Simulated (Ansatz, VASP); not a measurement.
# Cross-check of KMgF3 between VASP and Ansatz, part 2 of 3

Wanted: the spread between two codes on one cell, functional and k mesh. The cell is taken from a series of runs on this material, whose earlier steps may have relaxed, scaled, displaced or heated it; both programs get it as it stands.

VASP 6.6.1 and Ansatz 0.2.0.

So far: The structure; VASP: zone-centre phonons, LDA.

## Step 2: VASP: zone-centre phonons, LDA (continued)

Level of this step: LDA; plane waves and PAW (K_sv, Mg, F) (VASP).

OUTCAR, selected parts (step 2):

```text
ion  position               nearest neighbor table
   1  0.500  0.500  0.500-   3 2.76   4 2.76   5 2.76   3 2.76   4 2.76   3 2.76   5 2.76   3 2.76
                             4 2.76   5 2.76   4 2.76   5 2.76   2 3.38   2 3.38   2 3.38   2 3.38
   2  0.000  0.000  0.000-   3 1.95   4 1.95   5 1.95   5 1.95   4 1.95   3 1.95   1 3.38   1 3.38
                             1 3.38   1 3.38   1 3.38   1 3.38   1 3.38   1 3.38
   3  0.500  0.000  0.000-   2 1.95   2 1.95   1 2.76   1 2.76   1 2.76   1 2.76
   4  0.000  0.500  0.000-   2 1.95   2 1.95   1 2.76   1 2.76   1 2.76   1 2.76
   5  0.000  0.000  0.500-   2 1.95   2 1.95   1 2.76   1 2.76   1 2.76   1 2.76

  LATTYP: Found a simple cubic cell.
 ALAT       =     3.9070691102

 Subroutine GETGRP returns: Found 48 space group operations
 (whereof 48 operations were pure point group operations)

The static configuration has the point symmetry O_h .

 Found     20 irreducible k-points:

   k-points           NKPTS =     20   k-points in BZ     NKDIM =     20   number of bands    NBANDS=     22

   dimension x,y,z NGX =    32 NGY =   32 NGZ =   32
   dimension x,y,z NGXF=    64 NGYF=   64 NGZF=   64

   ENCUT  =  600.0 eV  44.10 Ry    6.64 a.u.   7.80  7.80  7.80*2*pi/ulx,y,z

   NELECT =      32.0000    total number of electrons

 k-points in reciprocal lattice and weights: Automatic mesh
   0.00000000  0.00000000  0.00000000       0.005
   0.16666667  0.00000000  0.00000000       0.028
   0.33333333  0.00000000  0.00000000       0.028
   0.50000000  0.00000000  0.00000000       0.014
   0.16666667  0.16666667  0.00000000       0.056
   0.33333333  0.16666667  0.00000000       0.111
   0.50000000  0.16666667  0.00000000       0.056
   0.33333333  0.33333333  0.00000000       0.056
   0.50000000  0.33333333  0.00000000       0.056
[...]
0.50000000  0.50000000  0.33333333       0.028
   0.50000000  0.50000000  0.50000000       0.005

 average (electrostatic) potential at core
       1 -33.5985       2 -37.8823       3 -77.2354       4 -77.2354       5 -77.2354

  Total       -0.3358025     -0.3358025     -0.3358025      0.0000000      0.0000000     -0.0000000
  in kB       -9.0207203     -9.0207203     -9.0207203      0.0000000      0.0000000     -0.0000000
  external PRESSURE =      -9.0207203 kB  Pullay stress =       0.0000000 kB

  energy-cutoff  :      600.00
  volume of cell :       59.64
      direct lattice vectors                 reciprocal lattice vectors
     3.907069110  0.000000000  0.000000000     0.255946330  0.000000000  0.000000000
     0.000000000  3.907069110  0.000000000     0.000000000  0.255946330  0.000000000
     0.000000000  0.000000000  3.907069110     0.000000000  0.000000000  0.255946330

 POSITION                                       TOTAL-FORCE (eV/Angst)
 -----------------------------------------------------------------------------------
[...]
2    -0.00000    -1.22391     0.00000
    3     0.00000    -0.00000    -0.97104
 ion    5
    1    -0.97104    -0.00000     0.00000
    2     0.00000    -0.97104    -0.00000
    3     0.00000     0.00000    -1.22391

 Eigenvectors and eigenvalues of the dynamical matrix
 ----------------------------------------------------

   1 f  =   15.587681 THz    97.940287 2PiTHz  519.949066 cm-1    64.465439 meV
             X         Y         Z           dx          dy          dz
      1.953535  1.953535  1.953535    -0.017003   -0.001109    0.000000
      0.000000  0.000000  0.000000     0.578570    0.037732   -0.000000
      1.953535  0.000000  0.000000    -0.803437    0.005690    0.000000
      0.000000  1.953535  0.000000     0.087242   -0.052397   -0.000000
      0.000000  0.000000  1.953535     0.087242    0.005690    0.000000

   2 f  =   15.587681 THz    97.940287 2PiTHz  519.949066 cm-1    64.465439 meV
             X         Y         Z           dx          dy          dz
      1.953535  1.953535  1.953535    -0.000000    0.000000    0.017039
      0.000000  0.000000  0.000000     0.000000   -0.000000   -0.579799
      1.953535  0.000000  0.000000    -0.000000   -0.000000   -0.087427
      0.000000  1.953535  0.000000     0.000000    0.000000   -0.087427
      0.000000  0.000000  1.953535     0.000000   -0.000000    0.805143

   3 f  =   15.587681 THz    97.940287 2PiTHz  519.949066 cm-1    64.465439 meV
             X         Y         Z           dx          dy          dz
      1.953535  1.953535  1.953535     0.001109   -0.017003   -0.000000
      0.000000  0.000000  0.000000    -0.037732    0.578570   -0.000000
      1.953535  0.000000  0.000000     0.052397    0.087242   -0.000000
      0.000000  1.953535  0.000000    -0.005690   -0.803437   -0.000000
      0.000000  0.000000  1.953535    -0.005690    0.087242    0.000000

   4 f  =    8.552605 THz    53.737602 2PiTHz  285.284195 cm-1    35.370716 meV
             X         Y         Z           dx          dy          dz
      1.953535  1.953535  1.953535     0.072313    0.045928    0.003649
      0.000000  0.000000  0.000000    -0.538709   -0.342152   -0.027187
      1.953535  0.000000  0.000000    -0.301968    0.255891    0.020333
      0.000000  1.953535  0.000000     0.402893   -0.191790    0.020333
      0.000000  0.000000  1.953535     0.402893    0.255891   -0.015239

   5 f  =    8.552605 THz    53.737602 2PiTHz  285.284195 cm-1    35.370716 meV
             X         Y         Z           dx          dy          dz
      1.953535  1.953535  1.953535     0.009363   -0.007999   -0.084854
      0.000000  0.000000  0.000000    -0.069751    0.059593    0.632138
      1.953535  0.000000  0.000000    -0.039098   -0.044569   -0.472767
      0.000000  1.953535  0.000000     0.052166    0.033404   -0.472767
      0.000000  0.000000  1.953535     0.052166   -0.044569    0.354338

   6 f  =    8.552605 THz    53.737602 2PiTHz  285.284195 cm-1    35.370716 meV
             X         Y         Z           dx          dy          dz
      1.953535  1.953535  1.953535    -0.045112    0.071962   -0.011762
      0.000000  0.000000  0.000000     0.336069   -0.536092    0.087621
      1.953535  0.000000  0.000000     0.188380    0.400936   -0.065531
      0.000000  1.953535  0.000000    -0.251341   -0.300501   -0.065531
      0.000000  0.000000  1.953535    -0.251341    0.400936    0.049115

   7 f  =    5.555326 THz    34.905140 2PiTHz  185.305715 cm-1    22.974970 meV
             X         Y         Z           dx          dy          dz
      1.953535  1.953535  1.953535    -0.000000   -0.000000   -0.000000
      0.000000  0.000000  0.000000     0.000000    0.000000   -0.000000
      1.953535  0.000000  0.000000     0.000000   -0.107960    0.417463
      0.000000  1.953535  0.000000     0.560419    0.000000   -0.417463
      0.000000  0.000000  1.953535    -0.560419    0.107960   -0.000000

   8 f  =    5.555326 THz    34.905140 2PiTHz  185.305715 cm-1    22.974970 meV
             X         Y         Z           dx          dy          dz
      1.953535  1.953535  1.953535    -0.000000    0.000000   -0.000000
      0.000000  0.000000  0.000000    -0.000000   -0.000000   -0.000000
      1.953535  0.000000  0.000000     0.000000    0.472183    0.461612
      0.000000  1.953535  0.000000    -0.252899   -0.000000   -0.461612
      0.000000  0.000000  1.953535     0.252899   -0.472183   -0.000000

   9 f  =    5.555326 THz    34.905140 2PiTHz  185.305715 cm-1    22.974970 meV
             X         Y         Z           dx          dy          dz
      1.953535  1.953535  1.953535    -0.000000   -0.000000    0.000000
      0.000000  0.000000  0.000000     0.000000    0.000000   -0.000000
      1.953535  0.000000  0.000000     0.000000    0.515158   -0.335617
      0.000000  1.953535  0.000000     0.349246    0.000000    0.335617
      0.000000  0.000000  1.953535    -0.349246   -0.515158   -0.000000

  10 f  =    4.827422 THz    30.331589 2PiTHz  161.025477 cm-1    19.964606 meV
             X         Y         Z           dx          dy          dz
      1.953535  1.953535  1.953535     0.369885    0.690797    0.239394
      0.000000  0.000000  0.000000    -0.104699   -0.195536   -0.067763
      1.953535  0.000000  0.000000    -0.114992   -0.273201   -0.094677
      0.000000  1.953535  0.000000    -0.146284   -0.214760   -0.094677
      0.000000  0.000000  1.953535    -0.146284   -0.273201   -0.074424

  11 f  =    4.827422 THz    30.331589 2PiTHz  161.025477 cm-1    19.964606 meV
             X         Y         Z           dx          dy          dz
      1.953535  1.953535  1.953535    -0.126813   -0.203601    0.783448
      0.000000  0.000000  0.000000     0.035896    0.057631   -0.221762
      1.953535  0.000000  0.000000     0.039424    0.080521   -0.309843
      0.000000  1.953535  0.000000     0.050153    0.063297   -0.309843
      0.000000  0.000000  1.953535     0.050153    0.080521   -0.243563

  12 f  =    4.827422 THz    30.331589 2PiTHz  161.025477 cm-1    19.964606 meV
             X         Y         Z           dx          dy          dz
      1.953535  1.953535  1.953535    -0.720020    0.390732   -0.015004
      0.000000  0.000000  0.000000     0.203808   -0.110600    0.004247
      1.953535  0.000000  0.000000     0.223845   -0.154529    0.005934
      0.000000  1.953535  0.000000     0.284758   -0.121473    0.005934
      0.000000  0.000000  1.953535     0.284758   -0.154529    0.004664

  13 f/i=    0.021986 THz     0.138141 2PiTHz    0.733368 cm-1     0.090926 meV
             X         Y         Z           dx          dy          dz
      1.953535  1.953535  1.953535    -0.542953    0.159625    0.027475
      0.000000  0.000000  0.000000    -0.430721    0.126629    0.021796
      1.953535  0.000000  0.000000    -0.381699    0.112386    0.019344
      0.000000  1.953535  0.000000    -0.382274    0.112217    0.019344
      0.000000  0.000000  1.953535    -0.382274    0.112386    0.019315

  14 f/i=    0.021986 THz     0.138141 2PiTHz    0.733368 cm-1     0.090926 meV
             X         Y         Z           dx          dy          dz
      1.953535  1.953535  1.953535    -0.075245   -0.163467   -0.537261
      0.000000  0.000000  0.000000    -0.059692   -0.129677   -0.426205
      1.953535  0.000000  0.000000    -0.052898   -0.115091   -0.378267
      0.000000  1.953535  0.000000    -0.052978   -0.114918   -0.378267
      0.000000  0.000000  1.953535    -0.052978   -0.115091   -0.377698

  15 f/i=    0.021986 THz     0.138141 2PiTHz    0.733368 cm-1     0.090926 meV
             X         Y         Z           dx          dy          dz
      1.953535  1.953535  1.953535     0.143433    0.518489   -0.177844
      0.000000  0.000000  0.000000     0.113785    0.411314   -0.141082
      1.953535  0.000000  0.000000     0.100834    0.365050   -0.125214
      0.000000  1.953535  0.000000     0.100986    0.364501   -0.125214
      0.000000  0.000000  1.953535     0.100986    0.365050   -0.125025

 MACROSCOPIC STATIC DIELECTRIC TENSOR IONIC CONTRIBUTION
 ------------------------------------------------------
           4.249885     0.000000    -0.000000
           0.000000     4.249885     0.000000
          -0.000000     0.000000     4.249885
 ------------------------------------------------------

 ELASTIC MODULI CONTR FROM IONIC RELAXATION (kBar)
 Direction    XX          YY          ZZ          XY          YZ          ZX
 --------------------------------------------------------------------------------
 XX           0.0000      0.0000      0.0000      0.0000      0.0000      0.0000
 YY           0.0000      0.0000      0.0000      0.0000      0.0000      0.0000
 ZZ           0.0000      0.0000      0.0000      0.0000      0.0000      0.0000
 XY           0.0000      0.0000      0.0000      0.0000      0.0000      0.0000
 YZ           0.0000      0.0000      0.0000      0.0000      0.0000      0.0000
 ZX           0.0000      0.0000      0.0000      0.0000      0.0000      0.0000
 --------------------------------------------------------------------------------

 PIEZOELECTRIC TENSOR IONIC CONTR  for field in x, y, z        (C/m^2)
          XX          YY          ZZ          XY          YZ          ZX
  --------------------------------------------------------------------------------
  x     0.00000     0.00000     0.00000     0.00000     0.00000     0.00000
  y     0.00000     0.00000     0.00000     0.00000     0.00000     0.00000
  z     0.00000     0.00000     0.00000     0.00000     0.00000     0.00000
```

(Part 2 of 3 ends here.)

[Lines on the potential files, build, host, timing and source positions are cut from VASP's logs without a mark.]

[Logs are printed without paths, hosts, clocks, repeated set-up lines and the standing remarks that a program may print on its own settings, such as how far it seeks lower states.]

[Hosts, paths, dates, database ids (printed as entryN), source tags and the programs' standing remarks are cut or masked in the printed files.]
